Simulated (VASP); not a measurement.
```
O2Si
1.0
    4.20537     0.00000     0.00000
    0.00000     4.20537     0.00000
    0.00000     0.00000     2.69585
Si O
2 4
Direct
  0.00000   0.00000   0.00000
  0.50000   0.50000   0.50000
  0.30601   0.30601   0.00000
  0.80601   0.19399   0.50000
  0.19399   0.80601   0.50000
  0.69399   0.69399   0.00000
```

Method: rev-vdW-DF2, VASP's PBE PAW potentials (set 64) (plane waves; VASP 6.6.1). Run with 520 eV cut-off, Gaussian smearing of 0.050 eV, potentials Si O.

Task: Estimate the band gap (along the path) with the smallest direct gap where there is one.

Result: 
| Item | Result |
|---|---|
| band gap (along the path) | 5.28 eV |
| smallest direct gap (along the path) | 5.28 eV |

The compound is SiO2 in the rutile structure, stishovite, a high-pressure form. It was relaxed first.
